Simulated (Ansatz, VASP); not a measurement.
# WS2: VASP beside Ansatz

One calculation is typed for both programs; each brings its own data sets. How far apart do they land? The cell is taken from a series of runs on this material, whose earlier steps may have relaxed, scaled, displaced or heated it; both programs get it as it stands.

Main program and level: Ansatz 0.2.0; plane waves, with VASP 6.6.1 beside it; single point at PBEsol.

## 1. Set-up

Symmetry: P-6m2, No. 187, hexagonal system. The conventional cell has a = 3.184 Å, b = 3.184 Å, c = 16.951 Å, α = 90.00°, β = 90.00°, γ = 120.00°. W has 6 S at 2.41 Å nearest. Nearest to S lie 3 W at 2.41 Å. Farther neighbours and most contacts between anions are not listed.

## 2. VASP: single point, PBEsol, pair 1

A single point gives forces, pressure and levels at one fixed geometry, so differences don't come from the geometry; what else differs is listed under the comparison.

Lines of VASP's logs that name or quote its potential files are left out, and so is its time.

INCAR

```
SYSTEM = WS2
PREC = Accurate
ENCUT = 600
EDIFF = 1E-06
NELM = 120
ISMEAR = -1
SIGMA = 0.1
LREAL = .FALSE.
ALGO = Normal
GGA = PS
NBANDS = 15
LASPH = .TRUE.
LORBIT = 11
LWAVE = .FALSE.
LCHARG = .FALSE.
ISIF = 2
GGA_COMPAT = .FALSE.
EFERMI = MIDGAP
```

POSCAR

```
WS2
1.0
    3.1835163552      0.0000000000      0.0000000000
   -1.5917581776      2.7570060369      0.0000000000
    0.0000000000      0.0000000000     16.9505778900
W S
1 2
Direct
    0.3333333300      0.6666666700      0.0000000000
    0.6666666633      0.3333333367      0.9079994900
    0.6666666633      0.3333333367      0.0920005100
```

KPOINTS

```
Automatic mesh
0
Gamma
6 6 2
0 0 0
```

PAW data sets: W and S (PBE family, release 64).

Started as:

```
$ mpirun -np 1 vasp_std
```

Numbers of over 12 decimals in the logs are rounded to 6 here.

What it wrote:

```text
[banner, memory and clock lines left out]
running    1 mpi-ranks, on    1 nodes
 distrk:  each k-point on    1 cores,    1 groups
 distr:  one band on    1 cores,    1 groups

 POSCAR found type information on POSCAR W S
 POSCAR found :  2 types and       3 ions
|                                                                             |
|               ----> ADVICE to this user running VASP <----                  |
|                                                                             |
|     You enforced a specific xc type in the INCAR file but a different       |
|     [... a line on the potential file left out ...]
|     I HOPE YOU KNOW WHAT YOU ARE DOING!                                     |
|                                                                             |

 LDA part: xc-table for (Slater+PW92), standard interpolation
 POSCAR, INCAR and KPOINTS ok, starting setup
 FFT: planning ... GRIDC
 FFT: planning ... GRID_SOFT
 FFT: planning ... GRID
 WAVECAR not read
 entering main loop
       N       E                     dE             d eps       ncg     rms          rms(c)
DAV:   1     0.123158756041E+03    0.12316E+03   -0.70020E+03   420   0.103E+03
DAV:   2    -0.133682543200E+02   -0.13653E+03   -0.12726E+03   663   0.195E+02
DAV:   3    -0.264059962476E+02   -0.13038E+02   -0.12910E+02   597   0.674E+01
DAV:   4    -0.266769605343E+02   -0.27096E+00   -0.27015E+00   546   0.112E+01
DAV:   5    -0.266845424332E+02   -0.75819E-02   -0.75796E-02   568   0.184E+00    0.281E+01
DAV:   6    -0.255113416667E+02    0.11732E+01   -0.31681E+00   644   0.128E+01    0.122E+01
DAV:   7    -0.253623486455E+02    0.14899E+00   -0.99527E-01   539   0.803E+00    0.594E+00
DAV:   8    -0.252928284248E+02    0.69520E-01   -0.14770E-01   567   0.329E+00    0.891E-01
DAV:   9    -0.252910872587E+02    0.17412E-02   -0.24798E-02   588   0.110E+00    0.416E-01
DAV:  10    -0.252896614924E+02    0.14258E-02   -0.61454E-03   553   0.551E-01    0.198E-01
DAV:  11    -0.252896157530E+02    0.45739E-04   -0.47385E-04   539   0.178E-01    0.842E-02
DAV:  12    -0.252893618580E+02    0.25389E-03   -0.38552E-04   539   0.119E-01    0.370E-02
DAV:  13    -0.252893660597E+02   -0.42017E-05   -0.27589E-05   569   0.413E-02    0.233E-02
DAV:  14    -0.252894225739E+02   -0.56514E-04   -0.40124E-05   490   0.324E-02    0.233E-02
DAV:  15    -0.252894486713E+02   -0.26097E-04   -0.87750E-06   525   0.161E-02    0.726E-03
DAV:  16    -0.252895179348E+02   -0.69263E-04   -0.13759E-05   511   0.141E-02    0.808E-03
DAV:  17    -0.252895369600E+02   -0.19025E-04   -0.58386E-07   508   0.450E-03    0.337E-03
DAV:  18    -0.252895848221E+02   -0.47862E-04   -0.35608E-06   446   0.639E-03    0.312E-03
DAV:  19    -0.252895922729E+02   -0.74508E-05   -0.22942E-07   449   0.218E-03    0.785E-04
DAV:  20    -0.252896007741E+02   -0.85012E-05   -0.81144E-07   382   0.259E-03    0.102E-03
DAV:  21    -0.252896014172E+02   -0.64312E-06   -0.41783E-08   427   0.101E-03
   1 F= -.25289601E+02 E0= -.25289580E+02  d E =-.426715E-04
```

OUTCAR, selected parts (step 2):

```text
ion  position               nearest neighbor table
   1  0.333  0.667  0.000-   2 2.41   3 2.41   2 2.41   3 2.41   2 2.41   3 2.41
   2  0.667  0.333  0.908-   1 2.41   1 2.41   1 2.41
   3  0.667  0.333  0.092-   1 2.41   1 2.41   1 2.41

  LATTYP: Found a hexagonal cell.
 ALAT       =     3.1835163552
 C/A-ratio  =     5.3244827413

 Subroutine GETGRP returns: Found 12 space group operations
 (whereof 12 operations were pure point group operations)

The static configuration has the point symmetry D_3h.

 Found     14 irreducible k-points:

   k-points           NKPTS =     14   k-points in BZ     NKDIM =     14   number of bands    NBANDS=     15

   dimension x,y,z NGX =    28 NGY =   28 NGZ =  140
   dimension x,y,z NGXF=    56 NGYF=   56 NGZF=  280

   ENCUT  =  600.0 eV  44.10 Ry    6.64 a.u.   6.36  6.36 33.85*2*pi/ulx,y,z

   NELECT =      18.0000    total number of electrons

 k-points in reciprocal lattice and weights: Automatic mesh
   0.00000000  0.00000000  0.00000000       0.014
   0.16666667  0.00000000  0.00000000       0.083
   0.33333333 -0.00000000  0.00000000       0.083
   0.50000000  0.00000000  0.00000000       0.042
   0.16666667  0.16666667  0.00000000       0.083
   0.33333333  0.16666667  0.00000000       0.167
   0.33333333  0.33333333  0.00000000       0.028
   0.00000000  0.00000000  0.50000000       0.014
   0.16666667  0.00000000  0.50000000       0.083
[...]
0.33333333  0.16666667  0.50000000       0.167
   0.33333333  0.33333333  0.50000000       0.028

 average (electrostatic) potential at core
       1 -47.0119       2 -93.0758       3 -93.0758

 E-fermi :  -0.7713

 k-point     1 :       0.0000    0.0000    0.0000
  band No.  band energies     occupation
    ...
      5      -4.5626      2.00000
      6      -3.7191      2.00000
      7      -3.3034      2.00000
      8      -3.3034      2.00000
      9      -1.6846      1.99978
     10       1.2341      0.00000
     11       1.2341      0.00000
     12       1.4298      0.00000
     13       1.4298      0.00000
     14       3.3594      0.00000
    ...

 k-point     2 :       0.1667    0.0000    0.0000
  band No.  band energies     occupation
    ...
      5      -4.8223      2.00000
      6      -4.1350      2.00000
      7      -3.9045      2.00000
      8      -3.0288      2.00000
      9      -2.0217      1.99999
     10       0.7448      0.00000
     11       1.0901      0.00000
     12       1.1335      0.00000
     13       1.9440      0.00000
     14       4.1543      0.00000
    ...

 k-point     3 :       0.3333   -0.0000    0.0000
  band No.  band energies     occupation
    ...
      5      -6.1751      2.00000
      6      -4.7611      2.00000
      7      -3.5376      2.00000
      8      -3.2884      2.00000
      9      -2.8763      2.00000
     10       0.8889      0.00000
     11       0.9437      0.00000
     12       1.9868      0.00000
     13       2.8324      0.00000
     14       4.9995      0.00000
    ...

  Total       -1.4579971     -1.4579971     -0.4752177      0.0000000      0.0000000      0.0000000
  in kB      -15.7013835    -15.7013835     -5.1176888      0.0000000      0.0000000      0.0000000
  external PRESSURE =     -12.1734853 kB  Pullay stress =       0.0000000 kB

  energy-cutoff  :      600.00
  volume of cell :      148.77
      direct lattice vectors                 reciprocal lattice vectors
     3.183516355  0.000000000  0.000000000     0.314118066  0.181356150  0.000000000
    -1.591758178  2.757006037  0.000000000     0.000000000  0.362712300  0.000000000
     0.000000000  0.000000000 16.950577890     0.000000000  0.000000000  0.058995039

 POSITION                                       TOTAL-FORCE (eV/Angst)
 -----------------------------------------------------------------------------------
     -0.00000      1.83800      0.00000        -0.000000     -0.000000      0.000000
      1.59176      0.91900     15.39112         0.000000     -0.000000      0.149579
      1.59176      0.91900      1.55946         0.000000      0.000000     -0.149579
 -----------------------------------------------------------------------------------
    total drift:                                0.000017     -0.000010     -0.000000

  FREE ENERGIE OF THE ION-ELECTRON SYSTEM (eV)
  ---------------------------------------------------
  free  energy   TOTEN  =       -25.2896014172 eV

  energy  without entropy=      -25.2895587457  energy(sigma->0) =      -25.28958008

 total charge
# of ion       s       p       d       tot
------------------------------------------
    1        0.560   0.707   4.264   5.530
    2        1.352   2.341   0.000   3.693
    3        1.352   2.341   0.000   3.693
--------------------------------------------------
tot          3.263   5.390   4.264  12.917

[... 3 further parts left out ...]
```

This run has no spin polarisation, so a moment on W, if there is one, isn't seen. The data set W keeps the semicore shell frozen, which is cheaper and a little less accurate.

## 3. Ansatz: single point, PBEsol, pair 1

Ansatz runs on its default PAW (the set named soft_2) files.

The same cell, functional, mesh and smearing now go to Ansatz, which takes its cutoff from its data sets.

input.yaml

```yaml
crystal:
  lattice:
    - [3.1835163552, 0.0, 0.0]
    - [-1.5917581776, 2.7570060369, 0.0]
    - [0.0, 0.0, 16.95057789]
  atoms:
    - { symbol: W, position: [0.33333333, 0.66666667, 0.0] }
    - { symbol: S, position: [0.66666667, 0.33333333, 0.90799949] }
    - { symbol: S, position: [0.66666667, 0.33333333, 0.09200051] }
kpoints:
  mp_grid: { grid: [6, 6, 2] }
hamiltonian:
  xc: pbesol
scf:
  occupations: { method: fermi_dirac, width: 0.1 }
  n_extra_bands: 5
  max_iter: 120
output:
  eigenvalues: true
  forces: true
  stress: true
```

Started as:

```
$ ansatz run input.yaml --threads 4 --pin off --max-ram 9216MiB --backend cpu --events-out ev --progress --plain --runs-dir out
```

What it wrote:

```text
scf.n_extra_bands = 5 over 13 filled bands (N_el = 26.0): the run solves 18 bands
Engine: ansatz 0.2.0, aarch64-unknown-linux-gnu
Pseudopotentials: kind: paw
Pseudopotential: W, paw, valence charge 14, recommended cutoff 420 eV (normal), W.paw.azcp
Pseudopotential: S, paw, valence charge 6, recommended cutoff 420 eV (normal), S.paw.azcp
Functional definition: PBEsol
  exchange = pbesol_x
  correlation = pbesol_c
Crystal: 3 atoms, lattice volume = 148.775 Å³
Basis set: ecut = 420 eV, 2937 PW (Γ), exchange–correlation on 48×48×240 points (8 copies of the dense FFT grid, shifted against one another)
Bands: 18, of which v1, the nominal top of the filled ones, is band 13 counted from 1 (12 counted from 0)
Symmetry: 12 space group operations
Space group: P-6m2 (ITA 187), of the structure as read, at distance tolerance 5.3e-5 Å
k-points: 14 of 72 (time reversal used)
Non-local potential: W, projectors of the file, l = 0: 3, l = 1: 2, l = 2: 2, l = 3: 1
Non-local potential: S, projectors of the file, l = 0: 2, l = 1: 2, l = 2: 2
PAW form: soft (Blöchl's): semilocal exchange-correlation on the pseudo side does not see the compensation charge
PAW frozen core: W, regenerated for the run's functional, and the local potential with it (the file was generated under x = pbe(κ = 0.804, μ = 0.219515), c = pbe(β = 0.066725))
PAW frozen core: S, regenerated for the run's functional, and the local potential with it (the file was generated under x = pbe(κ = 0.804, μ = 0.219515), c = pbe(β = 0.066725))
PAW one-centre angular grid: W, 590 points (default); XC on 64 Gauss nodes
PAW one-centre angular grid: S, 110 points (default); XC on 64 Gauss nodes
Initial density: superposition of atomic densities (neutral atoms: chi_scale 0, normalization atom), corrected by the library's trained network
Initial wavefunctions: pseudopotential atomic-orbital guess
Functional: x = pbesol(κ = 0.804, μ = 0.123457), c = pbesol(β = 0.046)
SCF iter   1: F=—  HF=-12029.045243 eV  |F-HF|=—  |Δ(HF+E_count)|=         —  Δρ=5.57e-3  dr2=1.07e-1  ethr=1.77e-3  ⟨swp⟩=8.9  Hψ=1770  notcnv=0
preconditioner: auto → none  [insulator: Δε(μ)=1.675 eV  Ē_g=9.255 eV  σ=0.100 eV  W_gap=1.00  n_scr=10 (ndim 8)  ℏωp=12.9 eV  f_vac=0.610  D(μ)=0.00/eV (n_scr^D=0)  ε∞_Penn≈2.9]
SCF iter   2: F=—  HF=-12029.091118 eV  |F-HF|=—  |Δ(HF+E_count)|=   4.59e-2  Δρ=7.99e-3  dr2=3.54e-1  ethr=4.12e-4  ⟨swp⟩=3.2  Hψ=608  notcnv=0  recentre
SCF iter   3: F=—  HF=-12029.033400 eV  |F-HF|=—  |Δ(HF+E_count)|=   5.77e-2  Δρ=1.99e-3  dr2=3.97e-3  ethr=4.12e-4  ⟨swp⟩=2.6  Hψ=432  notcnv=0
SCF iter   4: F=—  HF=-12029.036831 eV  |F-HF|=—  |Δ(HF+E_count)|=   3.43e-3  Δρ=4.21e-4  dr2=1.46e-4  ethr=1.53e-5  ⟨swp⟩=2.1  Hψ=485  notcnv=0
SCF iter   5: F=—  HF=-12029.036947 eV  |F-HF|=—  |Δ(HF+E_count)|=   1.16e-4  Δρ=1.48e-4  dr2=1.38e-5  ethr=5.60e-7  ⟨swp⟩=2.1  Hψ=386  notcnv=0
SCF iter   6: F=—  HF=-12029.036934 eV  |F-HF|=—  |Δ(HF+E_count)|=   1.26e-5  Δρ=3.02e-5  dr2=1.98e-6  ethr=5.30e-8  ⟨swp⟩=2.4  Hψ=454  notcnv=0
SCF iter   7: F=-12029.036934 eV  HF=-12029.036934 eV  |F-HF|=7.54e-9  |Δ(HF+E_count)|=   4.58e-7  Δρ=6.48e-6  dr2=5.66e-8  ethr=3.85e-10  ⟨swp⟩=7.0  Hψ=1610  notcnv=0
SCF 1 converged in 7 iterations: F = -12029.036934 eV  dr2 = 5.66e-8
  greatest PAW one-centre occupation: 1.000 electrons in one spin orbital (limit 2), on the W atom at site 0 (counted from 0), in its partial waves of l = 0
SCF converged after 7 iterations
Free energy (F): -12029.036934 eV
Harris-Foulkes:  -12029.036934 eV  (|F-HF|=7.54e-9)
Internal energy: -12029.036890 eV  (E = F + TS)
E sigma→0 (E₀):  -12029.036912 eV
Entropy (-TS):   -0.000043 eV (-0.014 meV/atom)
Fermi energy:    1.125243 eV
--- Per-component energies (eV) ---
  E_band       = -467.575492
  E_kinetic    = 665.214734
  E_local      = -12408.923809  (includes V_loc(G=0)·N_el)
  E_nonlocal   = 60.232682
  E_hartree    = 5883.593412
  E_xc         = -457.951034
  E_vxc        = -413.970273  (∫ρ·V_xc dr)
  E_paw        = -9604.437409  (= ΣΔE_a)
  E_vpaw       = -137.324879  (= ΣTr[D̂ρ^β])
  E_aug_tail   = -0.000064  (compensation charges beyond the density's cutoff)
  E_ewald      = 3832.888907
  E_core_change = 0.345691  (= ΣΔE_core)
  E_smearing   = -0.000043  (= −TS)
  E_closure    = 0.000000  (closes the sum)
  Σ components = -12029.036934   (vs F -12029.036934, Δ=0.00e0)
--- Forces (eV/Å), atoms counted from 1 ---
  atom   1  W      0.00000000    -0.00000000     0.00000000
  atom   2  S     -0.00000000     0.00000000     0.12066131
  atom   3  S      0.00000000     0.00000000    -0.12066131
  max |Σ_I F_I| component: 4.63e-18 eV/Å
--- Stress (GPa, compression-positive) ---
       -1.405421      -0.000000       0.000000
        0.000000      -1.405421       0.000000
        0.000000       0.000000      -0.405325
  P = ⅓ Tr σ = -1.0721 GPa (-10.721 kbar)
--- Band table (eV; the first three rows and the last of 14) ---
  k-point 0: bands = [... 9 lower, -1.8290, -1.4194, -1.4194, 0.2251, 3.1181, 3.1181, 3.3206, 3.3206, ... 1 higher]
  k-point 1: bands = [... 9 lower, -1.8290, -1.4194, -1.4194, 0.2251, 3.1181, 3.1181, 3.3206, 3.3206, ... 1 higher]
  k-point 2: bands = [... 9 lower, -2.2465, -2.0198, -1.1326, -0.1139, 2.6362, 2.9829, 3.0208, 3.8363, ... 1 higher]
  k-point 13: bands = [... 9 lower, -3.6511, -3.0042, -2.0868, 0.2178, 1.9993, 3.5913, 4.3041, 5.7803, ... 1 higher]
```

The column dr2 measures how far the density is from self-consistency, as an energy; F and HF (Harris–Foulkes) agree once it is small.

## 4. Differences

Known differences besides the potentials themselves: the data sets hold 26 valence electrons in Ansatz (on its default PAW (the set named soft_2) files) and 18 in VASP; the cutoff is 420 eV in Ansatz and 600 eV in VASP; Ansatz makes its cores anew for this functional, VASP keeps those of its PBE data sets. Total energies have different zeros and are not compared.

Both answers:

| quantity | Ansatz | VASP | difference |
| --- | --- | --- | --- |
| pressure (GPa) | -1.07 | -1.22 | +0.15 |
| gap on the k mesh (eV) | 1.774 | 1.779 | -0.005 |

Forces (eV/Å; atoms numbered as in POSCAR):

```
atom        Ansatz x, y, z          VASP x, y, z
  W1   0.000, 0.000, 0.000   0.000, 0.000, 0.000
  S2   0.000, 0.000, 0.121   0.000, 0.000, 0.150
  S3  0.000, 0.000, -0.121  0.000, 0.000, -0.150
```

The forces differ by 14 meV/Å r.m.s., which is 19.3 % of the r.m.s. force of 0.071 eV/Å (both taken over all components). A gap on the mesh is an upper bound, since the band edges may lie between its points; neither run holds spin-orbit coupling, which can move the band edges of a compound of W.

## 5. What the set-up changes

Further runs change the set-up of one program: Ansatz's method, potentials or start, or VASP's data sets, cutoff or form of LDA. The table gives Ansatz less VASP for each quantity, since a change that brings one quantity closer may part another.

```
                                                      run  r.m.s. force difference (meV/Å)  pressure (GPa)  gap on the k mesh (eV)
                                                 as above                               14            0.15                 -0.0048
VASP with the data sets W_sv and S and a cutoff of 500 eV                               10          -0.037                  -0.011
```

## 6. VASP: single point, PBEsol, pair 2

With cell and atoms fixed, the geometry can't cause a difference; cores, projectors, grids and the points listed under the comparison can.

Edit INCAR of step 2 so:

```diff
@@ -5,4 +5,4 @@
 NELM = 120
-ISMEAR = -1
-SIGMA = 0.1
+ISMEAR = 0
+SIGMA = 0.08
 LREAL = .FALSE.
```

POSCAR

```
WS2
1.0
   -2.7570060100      1.5917582300      0.0000000000
   -0.0000000600     -3.1835163600      0.0000000000
    0.0000000000      0.0000000000     16.9505778900
W S
1 2
Direct
    0.3333333300      0.6666666700      0.0000000000
    0.6666666633      0.3333333367      0.9079994900
    0.6666666633      0.3333333367      0.0920005100
```

KPOINTS

```
Automatic mesh
0
Gamma
12 12 2
0 0 0
```

Started as:

```
$ mpirun -np 1 vasp_std
```

What it wrote:

```text
[banner, memory and clock lines left out]
running    1 mpi-ranks, on    1 nodes
[...]
[... a notice as in an earlier step ...]

 LDA part: xc-table for (Slater+PW92), standard interpolation
 POSCAR, INCAR and KPOINTS ok, starting setup
[...]
entering main loop
       N       E                     dE             d eps       ncg     rms          rms(c)
DAV:   1     0.119171341421E+03    0.11917E+03   -0.70549E+03  1140   0.103E+03
DAV:   2    -0.140404517228E+02   -0.13321E+03   -0.12435E+03  1762   0.193E+02
DAV:   3    -0.264500493451E+02   -0.12410E+02   -0.12279E+02  1624   0.657E+01
DAV:   4    -0.266823760604E+02   -0.23233E+00   -0.23180E+00  1477   0.108E+01
[...]
DAV:  19    -0.252923614279E+02   -0.77561E-05   -0.24585E-07  1229   0.247E-03    0.978E-04
DAV:  20    -0.252923703454E+02   -0.89175E-05   -0.85631E-07  1079   0.257E-03    0.924E-04
DAV:  21    -0.252923709027E+02   -0.55729E-06   -0.37342E-08  1228   0.838E-04
   1 F= -.25292371E+02 E0= -.25292371E+02  d E =-.201141E-56
```

From OUTCAR (step 6):

```text
  Total       -1.4620758     -1.4620758     -0.4901051     -0.0000000     -0.0000000      0.0000000
  in kB      -15.7453077    -15.7453077     -5.2780129     -0.0000000     -0.0000000      0.0000000
  external PRESSURE =     -12.2562095 kB  Pullay stress =       0.0000000 kB

 POSITION                                       TOTAL-FORCE (eV/Angst)
 -----------------------------------------------------------------------------------
     -0.91900     -1.59176      0.00000        -0.000000      0.000000      0.000000
     -1.83800      0.00000     15.39112         0.000000     -0.000000      0.154358
     -1.83800      0.00000      1.55946         0.000000     -0.000000     -0.154358
 -----------------------------------------------------------------------------------
    total drift:                               -0.000010      0.000017     -0.000000

  FREE ENERGIE OF THE ION-ELECTRON SYSTEM (eV)
  ---------------------------------------------------
  free  energy   TOTEN  =       -25.2923709027 eV

  energy  without entropy=      -25.2923709027  energy(sigma->0) =      -25.29237090

[... 3 further parts left out ...]
[key lines of the parts left out:]
E-fermi :  -0.7868
```

The run ends at a pressure of -1.23 GPa, with forces up to 0.15 eV/Å.

(Part 1 of 2 ends here.)

[Lines on the potential files, build, host, timing and source positions are cut from VASP's logs without a mark.]

[Logs are printed without paths, hosts, clocks, repeated set-up lines and the standing remarks that a program may print on its own settings, such as how far it seeks lower states.]

[Hosts, paths, dates, database ids (printed as entryN), source tags and the programs' standing remarks are cut or masked in the printed files.]
